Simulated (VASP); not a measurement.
VASP ran on this input.

INCAR:
```
SYSTEM = Ba
PREC = Accurate
ENCUT = 400
EDIFF = 1E-6
NELM = 100
ALGO = Normal
LREAL = .FALSE.
LASPH = .TRUE.
ISMEAR = 1
SIGMA = 0.1
GGA = PE
LMAXMIX = 4
LWAVE = .FALSE.
LCHARG = .FALSE.
ISIF = 2
```

POSCAR:
```
Ba
1
   -2.5100000000     2.5100000000     2.5100000000
    2.5100000000    -2.5100000000     2.5100000000
    2.5100000000     2.5100000000    -2.5100000000
Ba
1
Direct
  0.0000000000   0.0000000000   0.0000000000
```

File KPOINTS:
```
Automatic mesh
0
Monkhorst-Pack
8 7 4
0 0 0
```

POTCAR, in this order: Ba_sv (PBE.64 set). Program: vasp_std.

Output

standard output:
```
 POSCAR found type information on POSCAR Ba
 POSCAR found :  1 types and       1 ions
 Reading from existing POTCAR
 Reading from existing POTCAR
 LDA part: xc-table for (Slater+PW92), standard interpolation

 -----------------------------------------------------------------------------
|                                                                             |
|           W    W    AA    RRRRR   N    N  II  N    N   GGGG   !!!           |
|           W    W   A  A   R    R  NN   N  II  NN   N  G    G  !!!           |
|           W    W  A    A  R    R  N N  N  II  N N  N  G       !!!           |
|           W WW W  AAAAAA  RRRRR   N  N N  II  N  N N  G  GGG   !            |
|           WW  WW  A    A  R   R   N   NN  II  N   NN  G    G                |
|           W    W  A    A  R    R  N    N  II  N    N   GGGG   !!!           |
|                                                                             |
|     Your reciprocal lattice and k-lattice belong to different lattice       |
|     classes:                                                                |
|                                                                             |
|        The reciprocal lattice is face-centered cubic,                       |
|        whereas your k-lattice is triclinic.                                 |
|                                                                             |
|     Results are often still useful ...                                      |
|                                                                             |
 -----------------------------------------------------------------------------

 POSCAR, INCAR and KPOINTS ok, starting setup
 WAVECAR not read
 entering main loop
       N       E                     dE             d eps       ncg     rms          rms(c)
DAV:   1     0.520061608562E+02    0.52006E+02   -0.37706E+03  1908   0.743E+02
DAV:   2     0.196945410267E+00   -0.51809E+02   -0.50824E+02  2260   0.142E+02
DAV:   3    -0.185226101474E+01   -0.20492E+01   -0.20348E+01  2408   0.320E+01
DAV:   4    -0.190463651865E+01   -0.52376E-01   -0.52321E-01  2994   0.441E+00
DAV:   5    -0.190547386997E+01   -0.83735E-03   -0.83713E-03  2826   0.332E-01    0.164E+00
DAV:   6    -0.190531585867E+01    0.15801E-03   -0.26416E-03  2635   0.604E-01    0.977E-01
DAV:   7    -0.190590005196E+01   -0.58419E-03   -0.63321E-03  2177   0.973E-01    0.432E-02
DAV:   8    -0.190608763820E+01   -0.18759E-03   -0.35855E-04  3132   0.123E-01    0.275E-02
DAV:   9    -0.190609633708E+01   -0.86989E-05   -0.76787E-06  2449   0.286E-02    0.827E-03
DAV:  10    -0.190609816508E+01   -0.18280E-05   -0.53309E-06  2655   0.170E-02    0.183E-03
DAV:  11    -0.190609809502E+01    0.70060E-07   -0.39772E-07  1252   0.702E-03
   1 F= -.19060981E+01 E0= -.19056631E+01  d E =-.130512E-02
```

### OUTCAR
```
------------------------ aborting loop because EDIFF is reached ----------------------------------------
  FORCE on cell =-STRESS in cart. coord.  units (eV):
  Direction    XX          YY          ZZ          XY          YZ          ZX
  --------------------------------------------------------------------------------------
  Total       -0.0030673     -0.0030673     -0.0030673      0.0000000      0.0000000      0.0000000
  in kB       -0.0776938     -0.0776938     -0.0776938      0.0000000      0.0000000      0.0000000
  external PRESSURE =      -0.0776938 kB  Pullay stress =       0.0000000 kB
  volume of cell :       63.25
      direct lattice vectors                 reciprocal lattice vectors
    -2.510000000  2.510000000  2.510000000     0.000000000  0.199203187  0.199203187
     2.510000000 -2.510000000  2.510000000     0.199203187  0.000000000  0.199203187
     2.510000000  2.510000000 -2.510000000     0.199203187  0.199203187  0.000000000
 POSITION                                       TOTAL-FORCE (eV/Angst)
 -----------------------------------------------------------------------------------
      0.00000      0.00000      0.00000         0.000000     -0.000000      0.000000
 -----------------------------------------------------------------------------------
    total drift:                                0.000000      0.000000      0.000000
  FREE ENERGIE OF THE ION-ELECTRON SYSTEM (eV)
  ---------------------------------------------------
  free  energy   TOTEN  =        -1.9060980950 eV

  energy  without entropy=       -1.9047929746  energy(sigma->0) =       -1.90566305
```
(Selected blocks of OUTCAR.)

Q: From input and log, find the fault in this run and mend it.

A: The cause: the mesh has unequal divisions along equivalent axes and breaks the lattice's symmetry. The run ends without an error. Against the sound run, the energy per atom (σ→0) goes up by 0.006 eV/atom; the pressure is nearly the same. To mend it, correct KPOINTS.
### KPOINTS
```
Automatic mesh
0
Gamma
8 8 8
0 0 0
```
The mended run (PBE GGA, plane waves, VASP's PBE PAW potentials (set 64)) converges, and its OSZICAR ends with
```
   1 F= -.19122045E+01 E0= -.19121126E+01  d E =-.275761E-03
```

The compound is Ba in the bcc structure. The cell was not relaxed at this level.
